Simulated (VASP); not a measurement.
Consider the following.

```yaml
crystal:
  lattice:
    - [0.00000, 2.81872, 2.81872]
    - [2.81872, 0.00000, 2.81872]
    - [2.81872, 2.81872, 0.00000]
  atoms:
    - { symbol: Al, position: [0.00000, 0.00000, 0.00000] }
    - { symbol: As, position: [0.25000, 0.25000, 0.25000] }
```

All values below come from LDA (Ceperley-Alder, Perdew-Zunger), VASP's LDA PAW potentials (set 64) (plane waves; VASP). Run with 400 eV cut-off, 7×7×7 Γ-centred mesh, Gaussian smearing of 0.050 eV, potentials Al As.

**Question.** Estimate the energy per atom (σ→0).

**Answer.** 
| Property | Result |
|---|---|
| energy per atom (σ→0) | -5.255 eV/atom |

The compound is AlAs in the zinc blende structure. It was relaxed first. The start is the result of an earlier pass.
